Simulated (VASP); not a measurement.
Input:

```yaml
crystal:
  lattice:
    - [0.00000, 1.95067, 1.95067]
    - [1.95067, 0.00000, 1.95067]
    - [1.95067, 1.95067, 0.00000]
  atoms:
    - { symbol: Ir, position: [0.00000, 0.00000, 0.00000] }
```

The numbers are results of PBE GGA, VASP's PBE PAW potentials (set 64) (plane waves; VASP), not measurements. Settings: 300 eV cut-off, 14×14×14 Γ-centred mesh, Gaussian smearing of 0.14 eV, potentials Ir.

Give the energies of bands 1 to 6 at the high-symmetry points, in eV from the Fermi level.

```tsv
band	Γ	X	U	L	W
1	-10.52	-7.28	-6.37	-7.51	-5.72
2	-3.52	-6.74	-5.49	-3.61	-4.45
3	-3.52	0.87	-2.60	-3.61	-4.45
4	-3.52	1.44	-0.72	-0.54	-1.56
5	-1.03	1.44	0.65	0.91	1.44
6	-1.03	1.80	6.20	0.91	7.87
```

It has no gap at this level: it comes out as a metal or semimetal.

The structure comes from a computed database's Ir entry; how it stands against other phases isn't given here. The cell was not relaxed at this level.
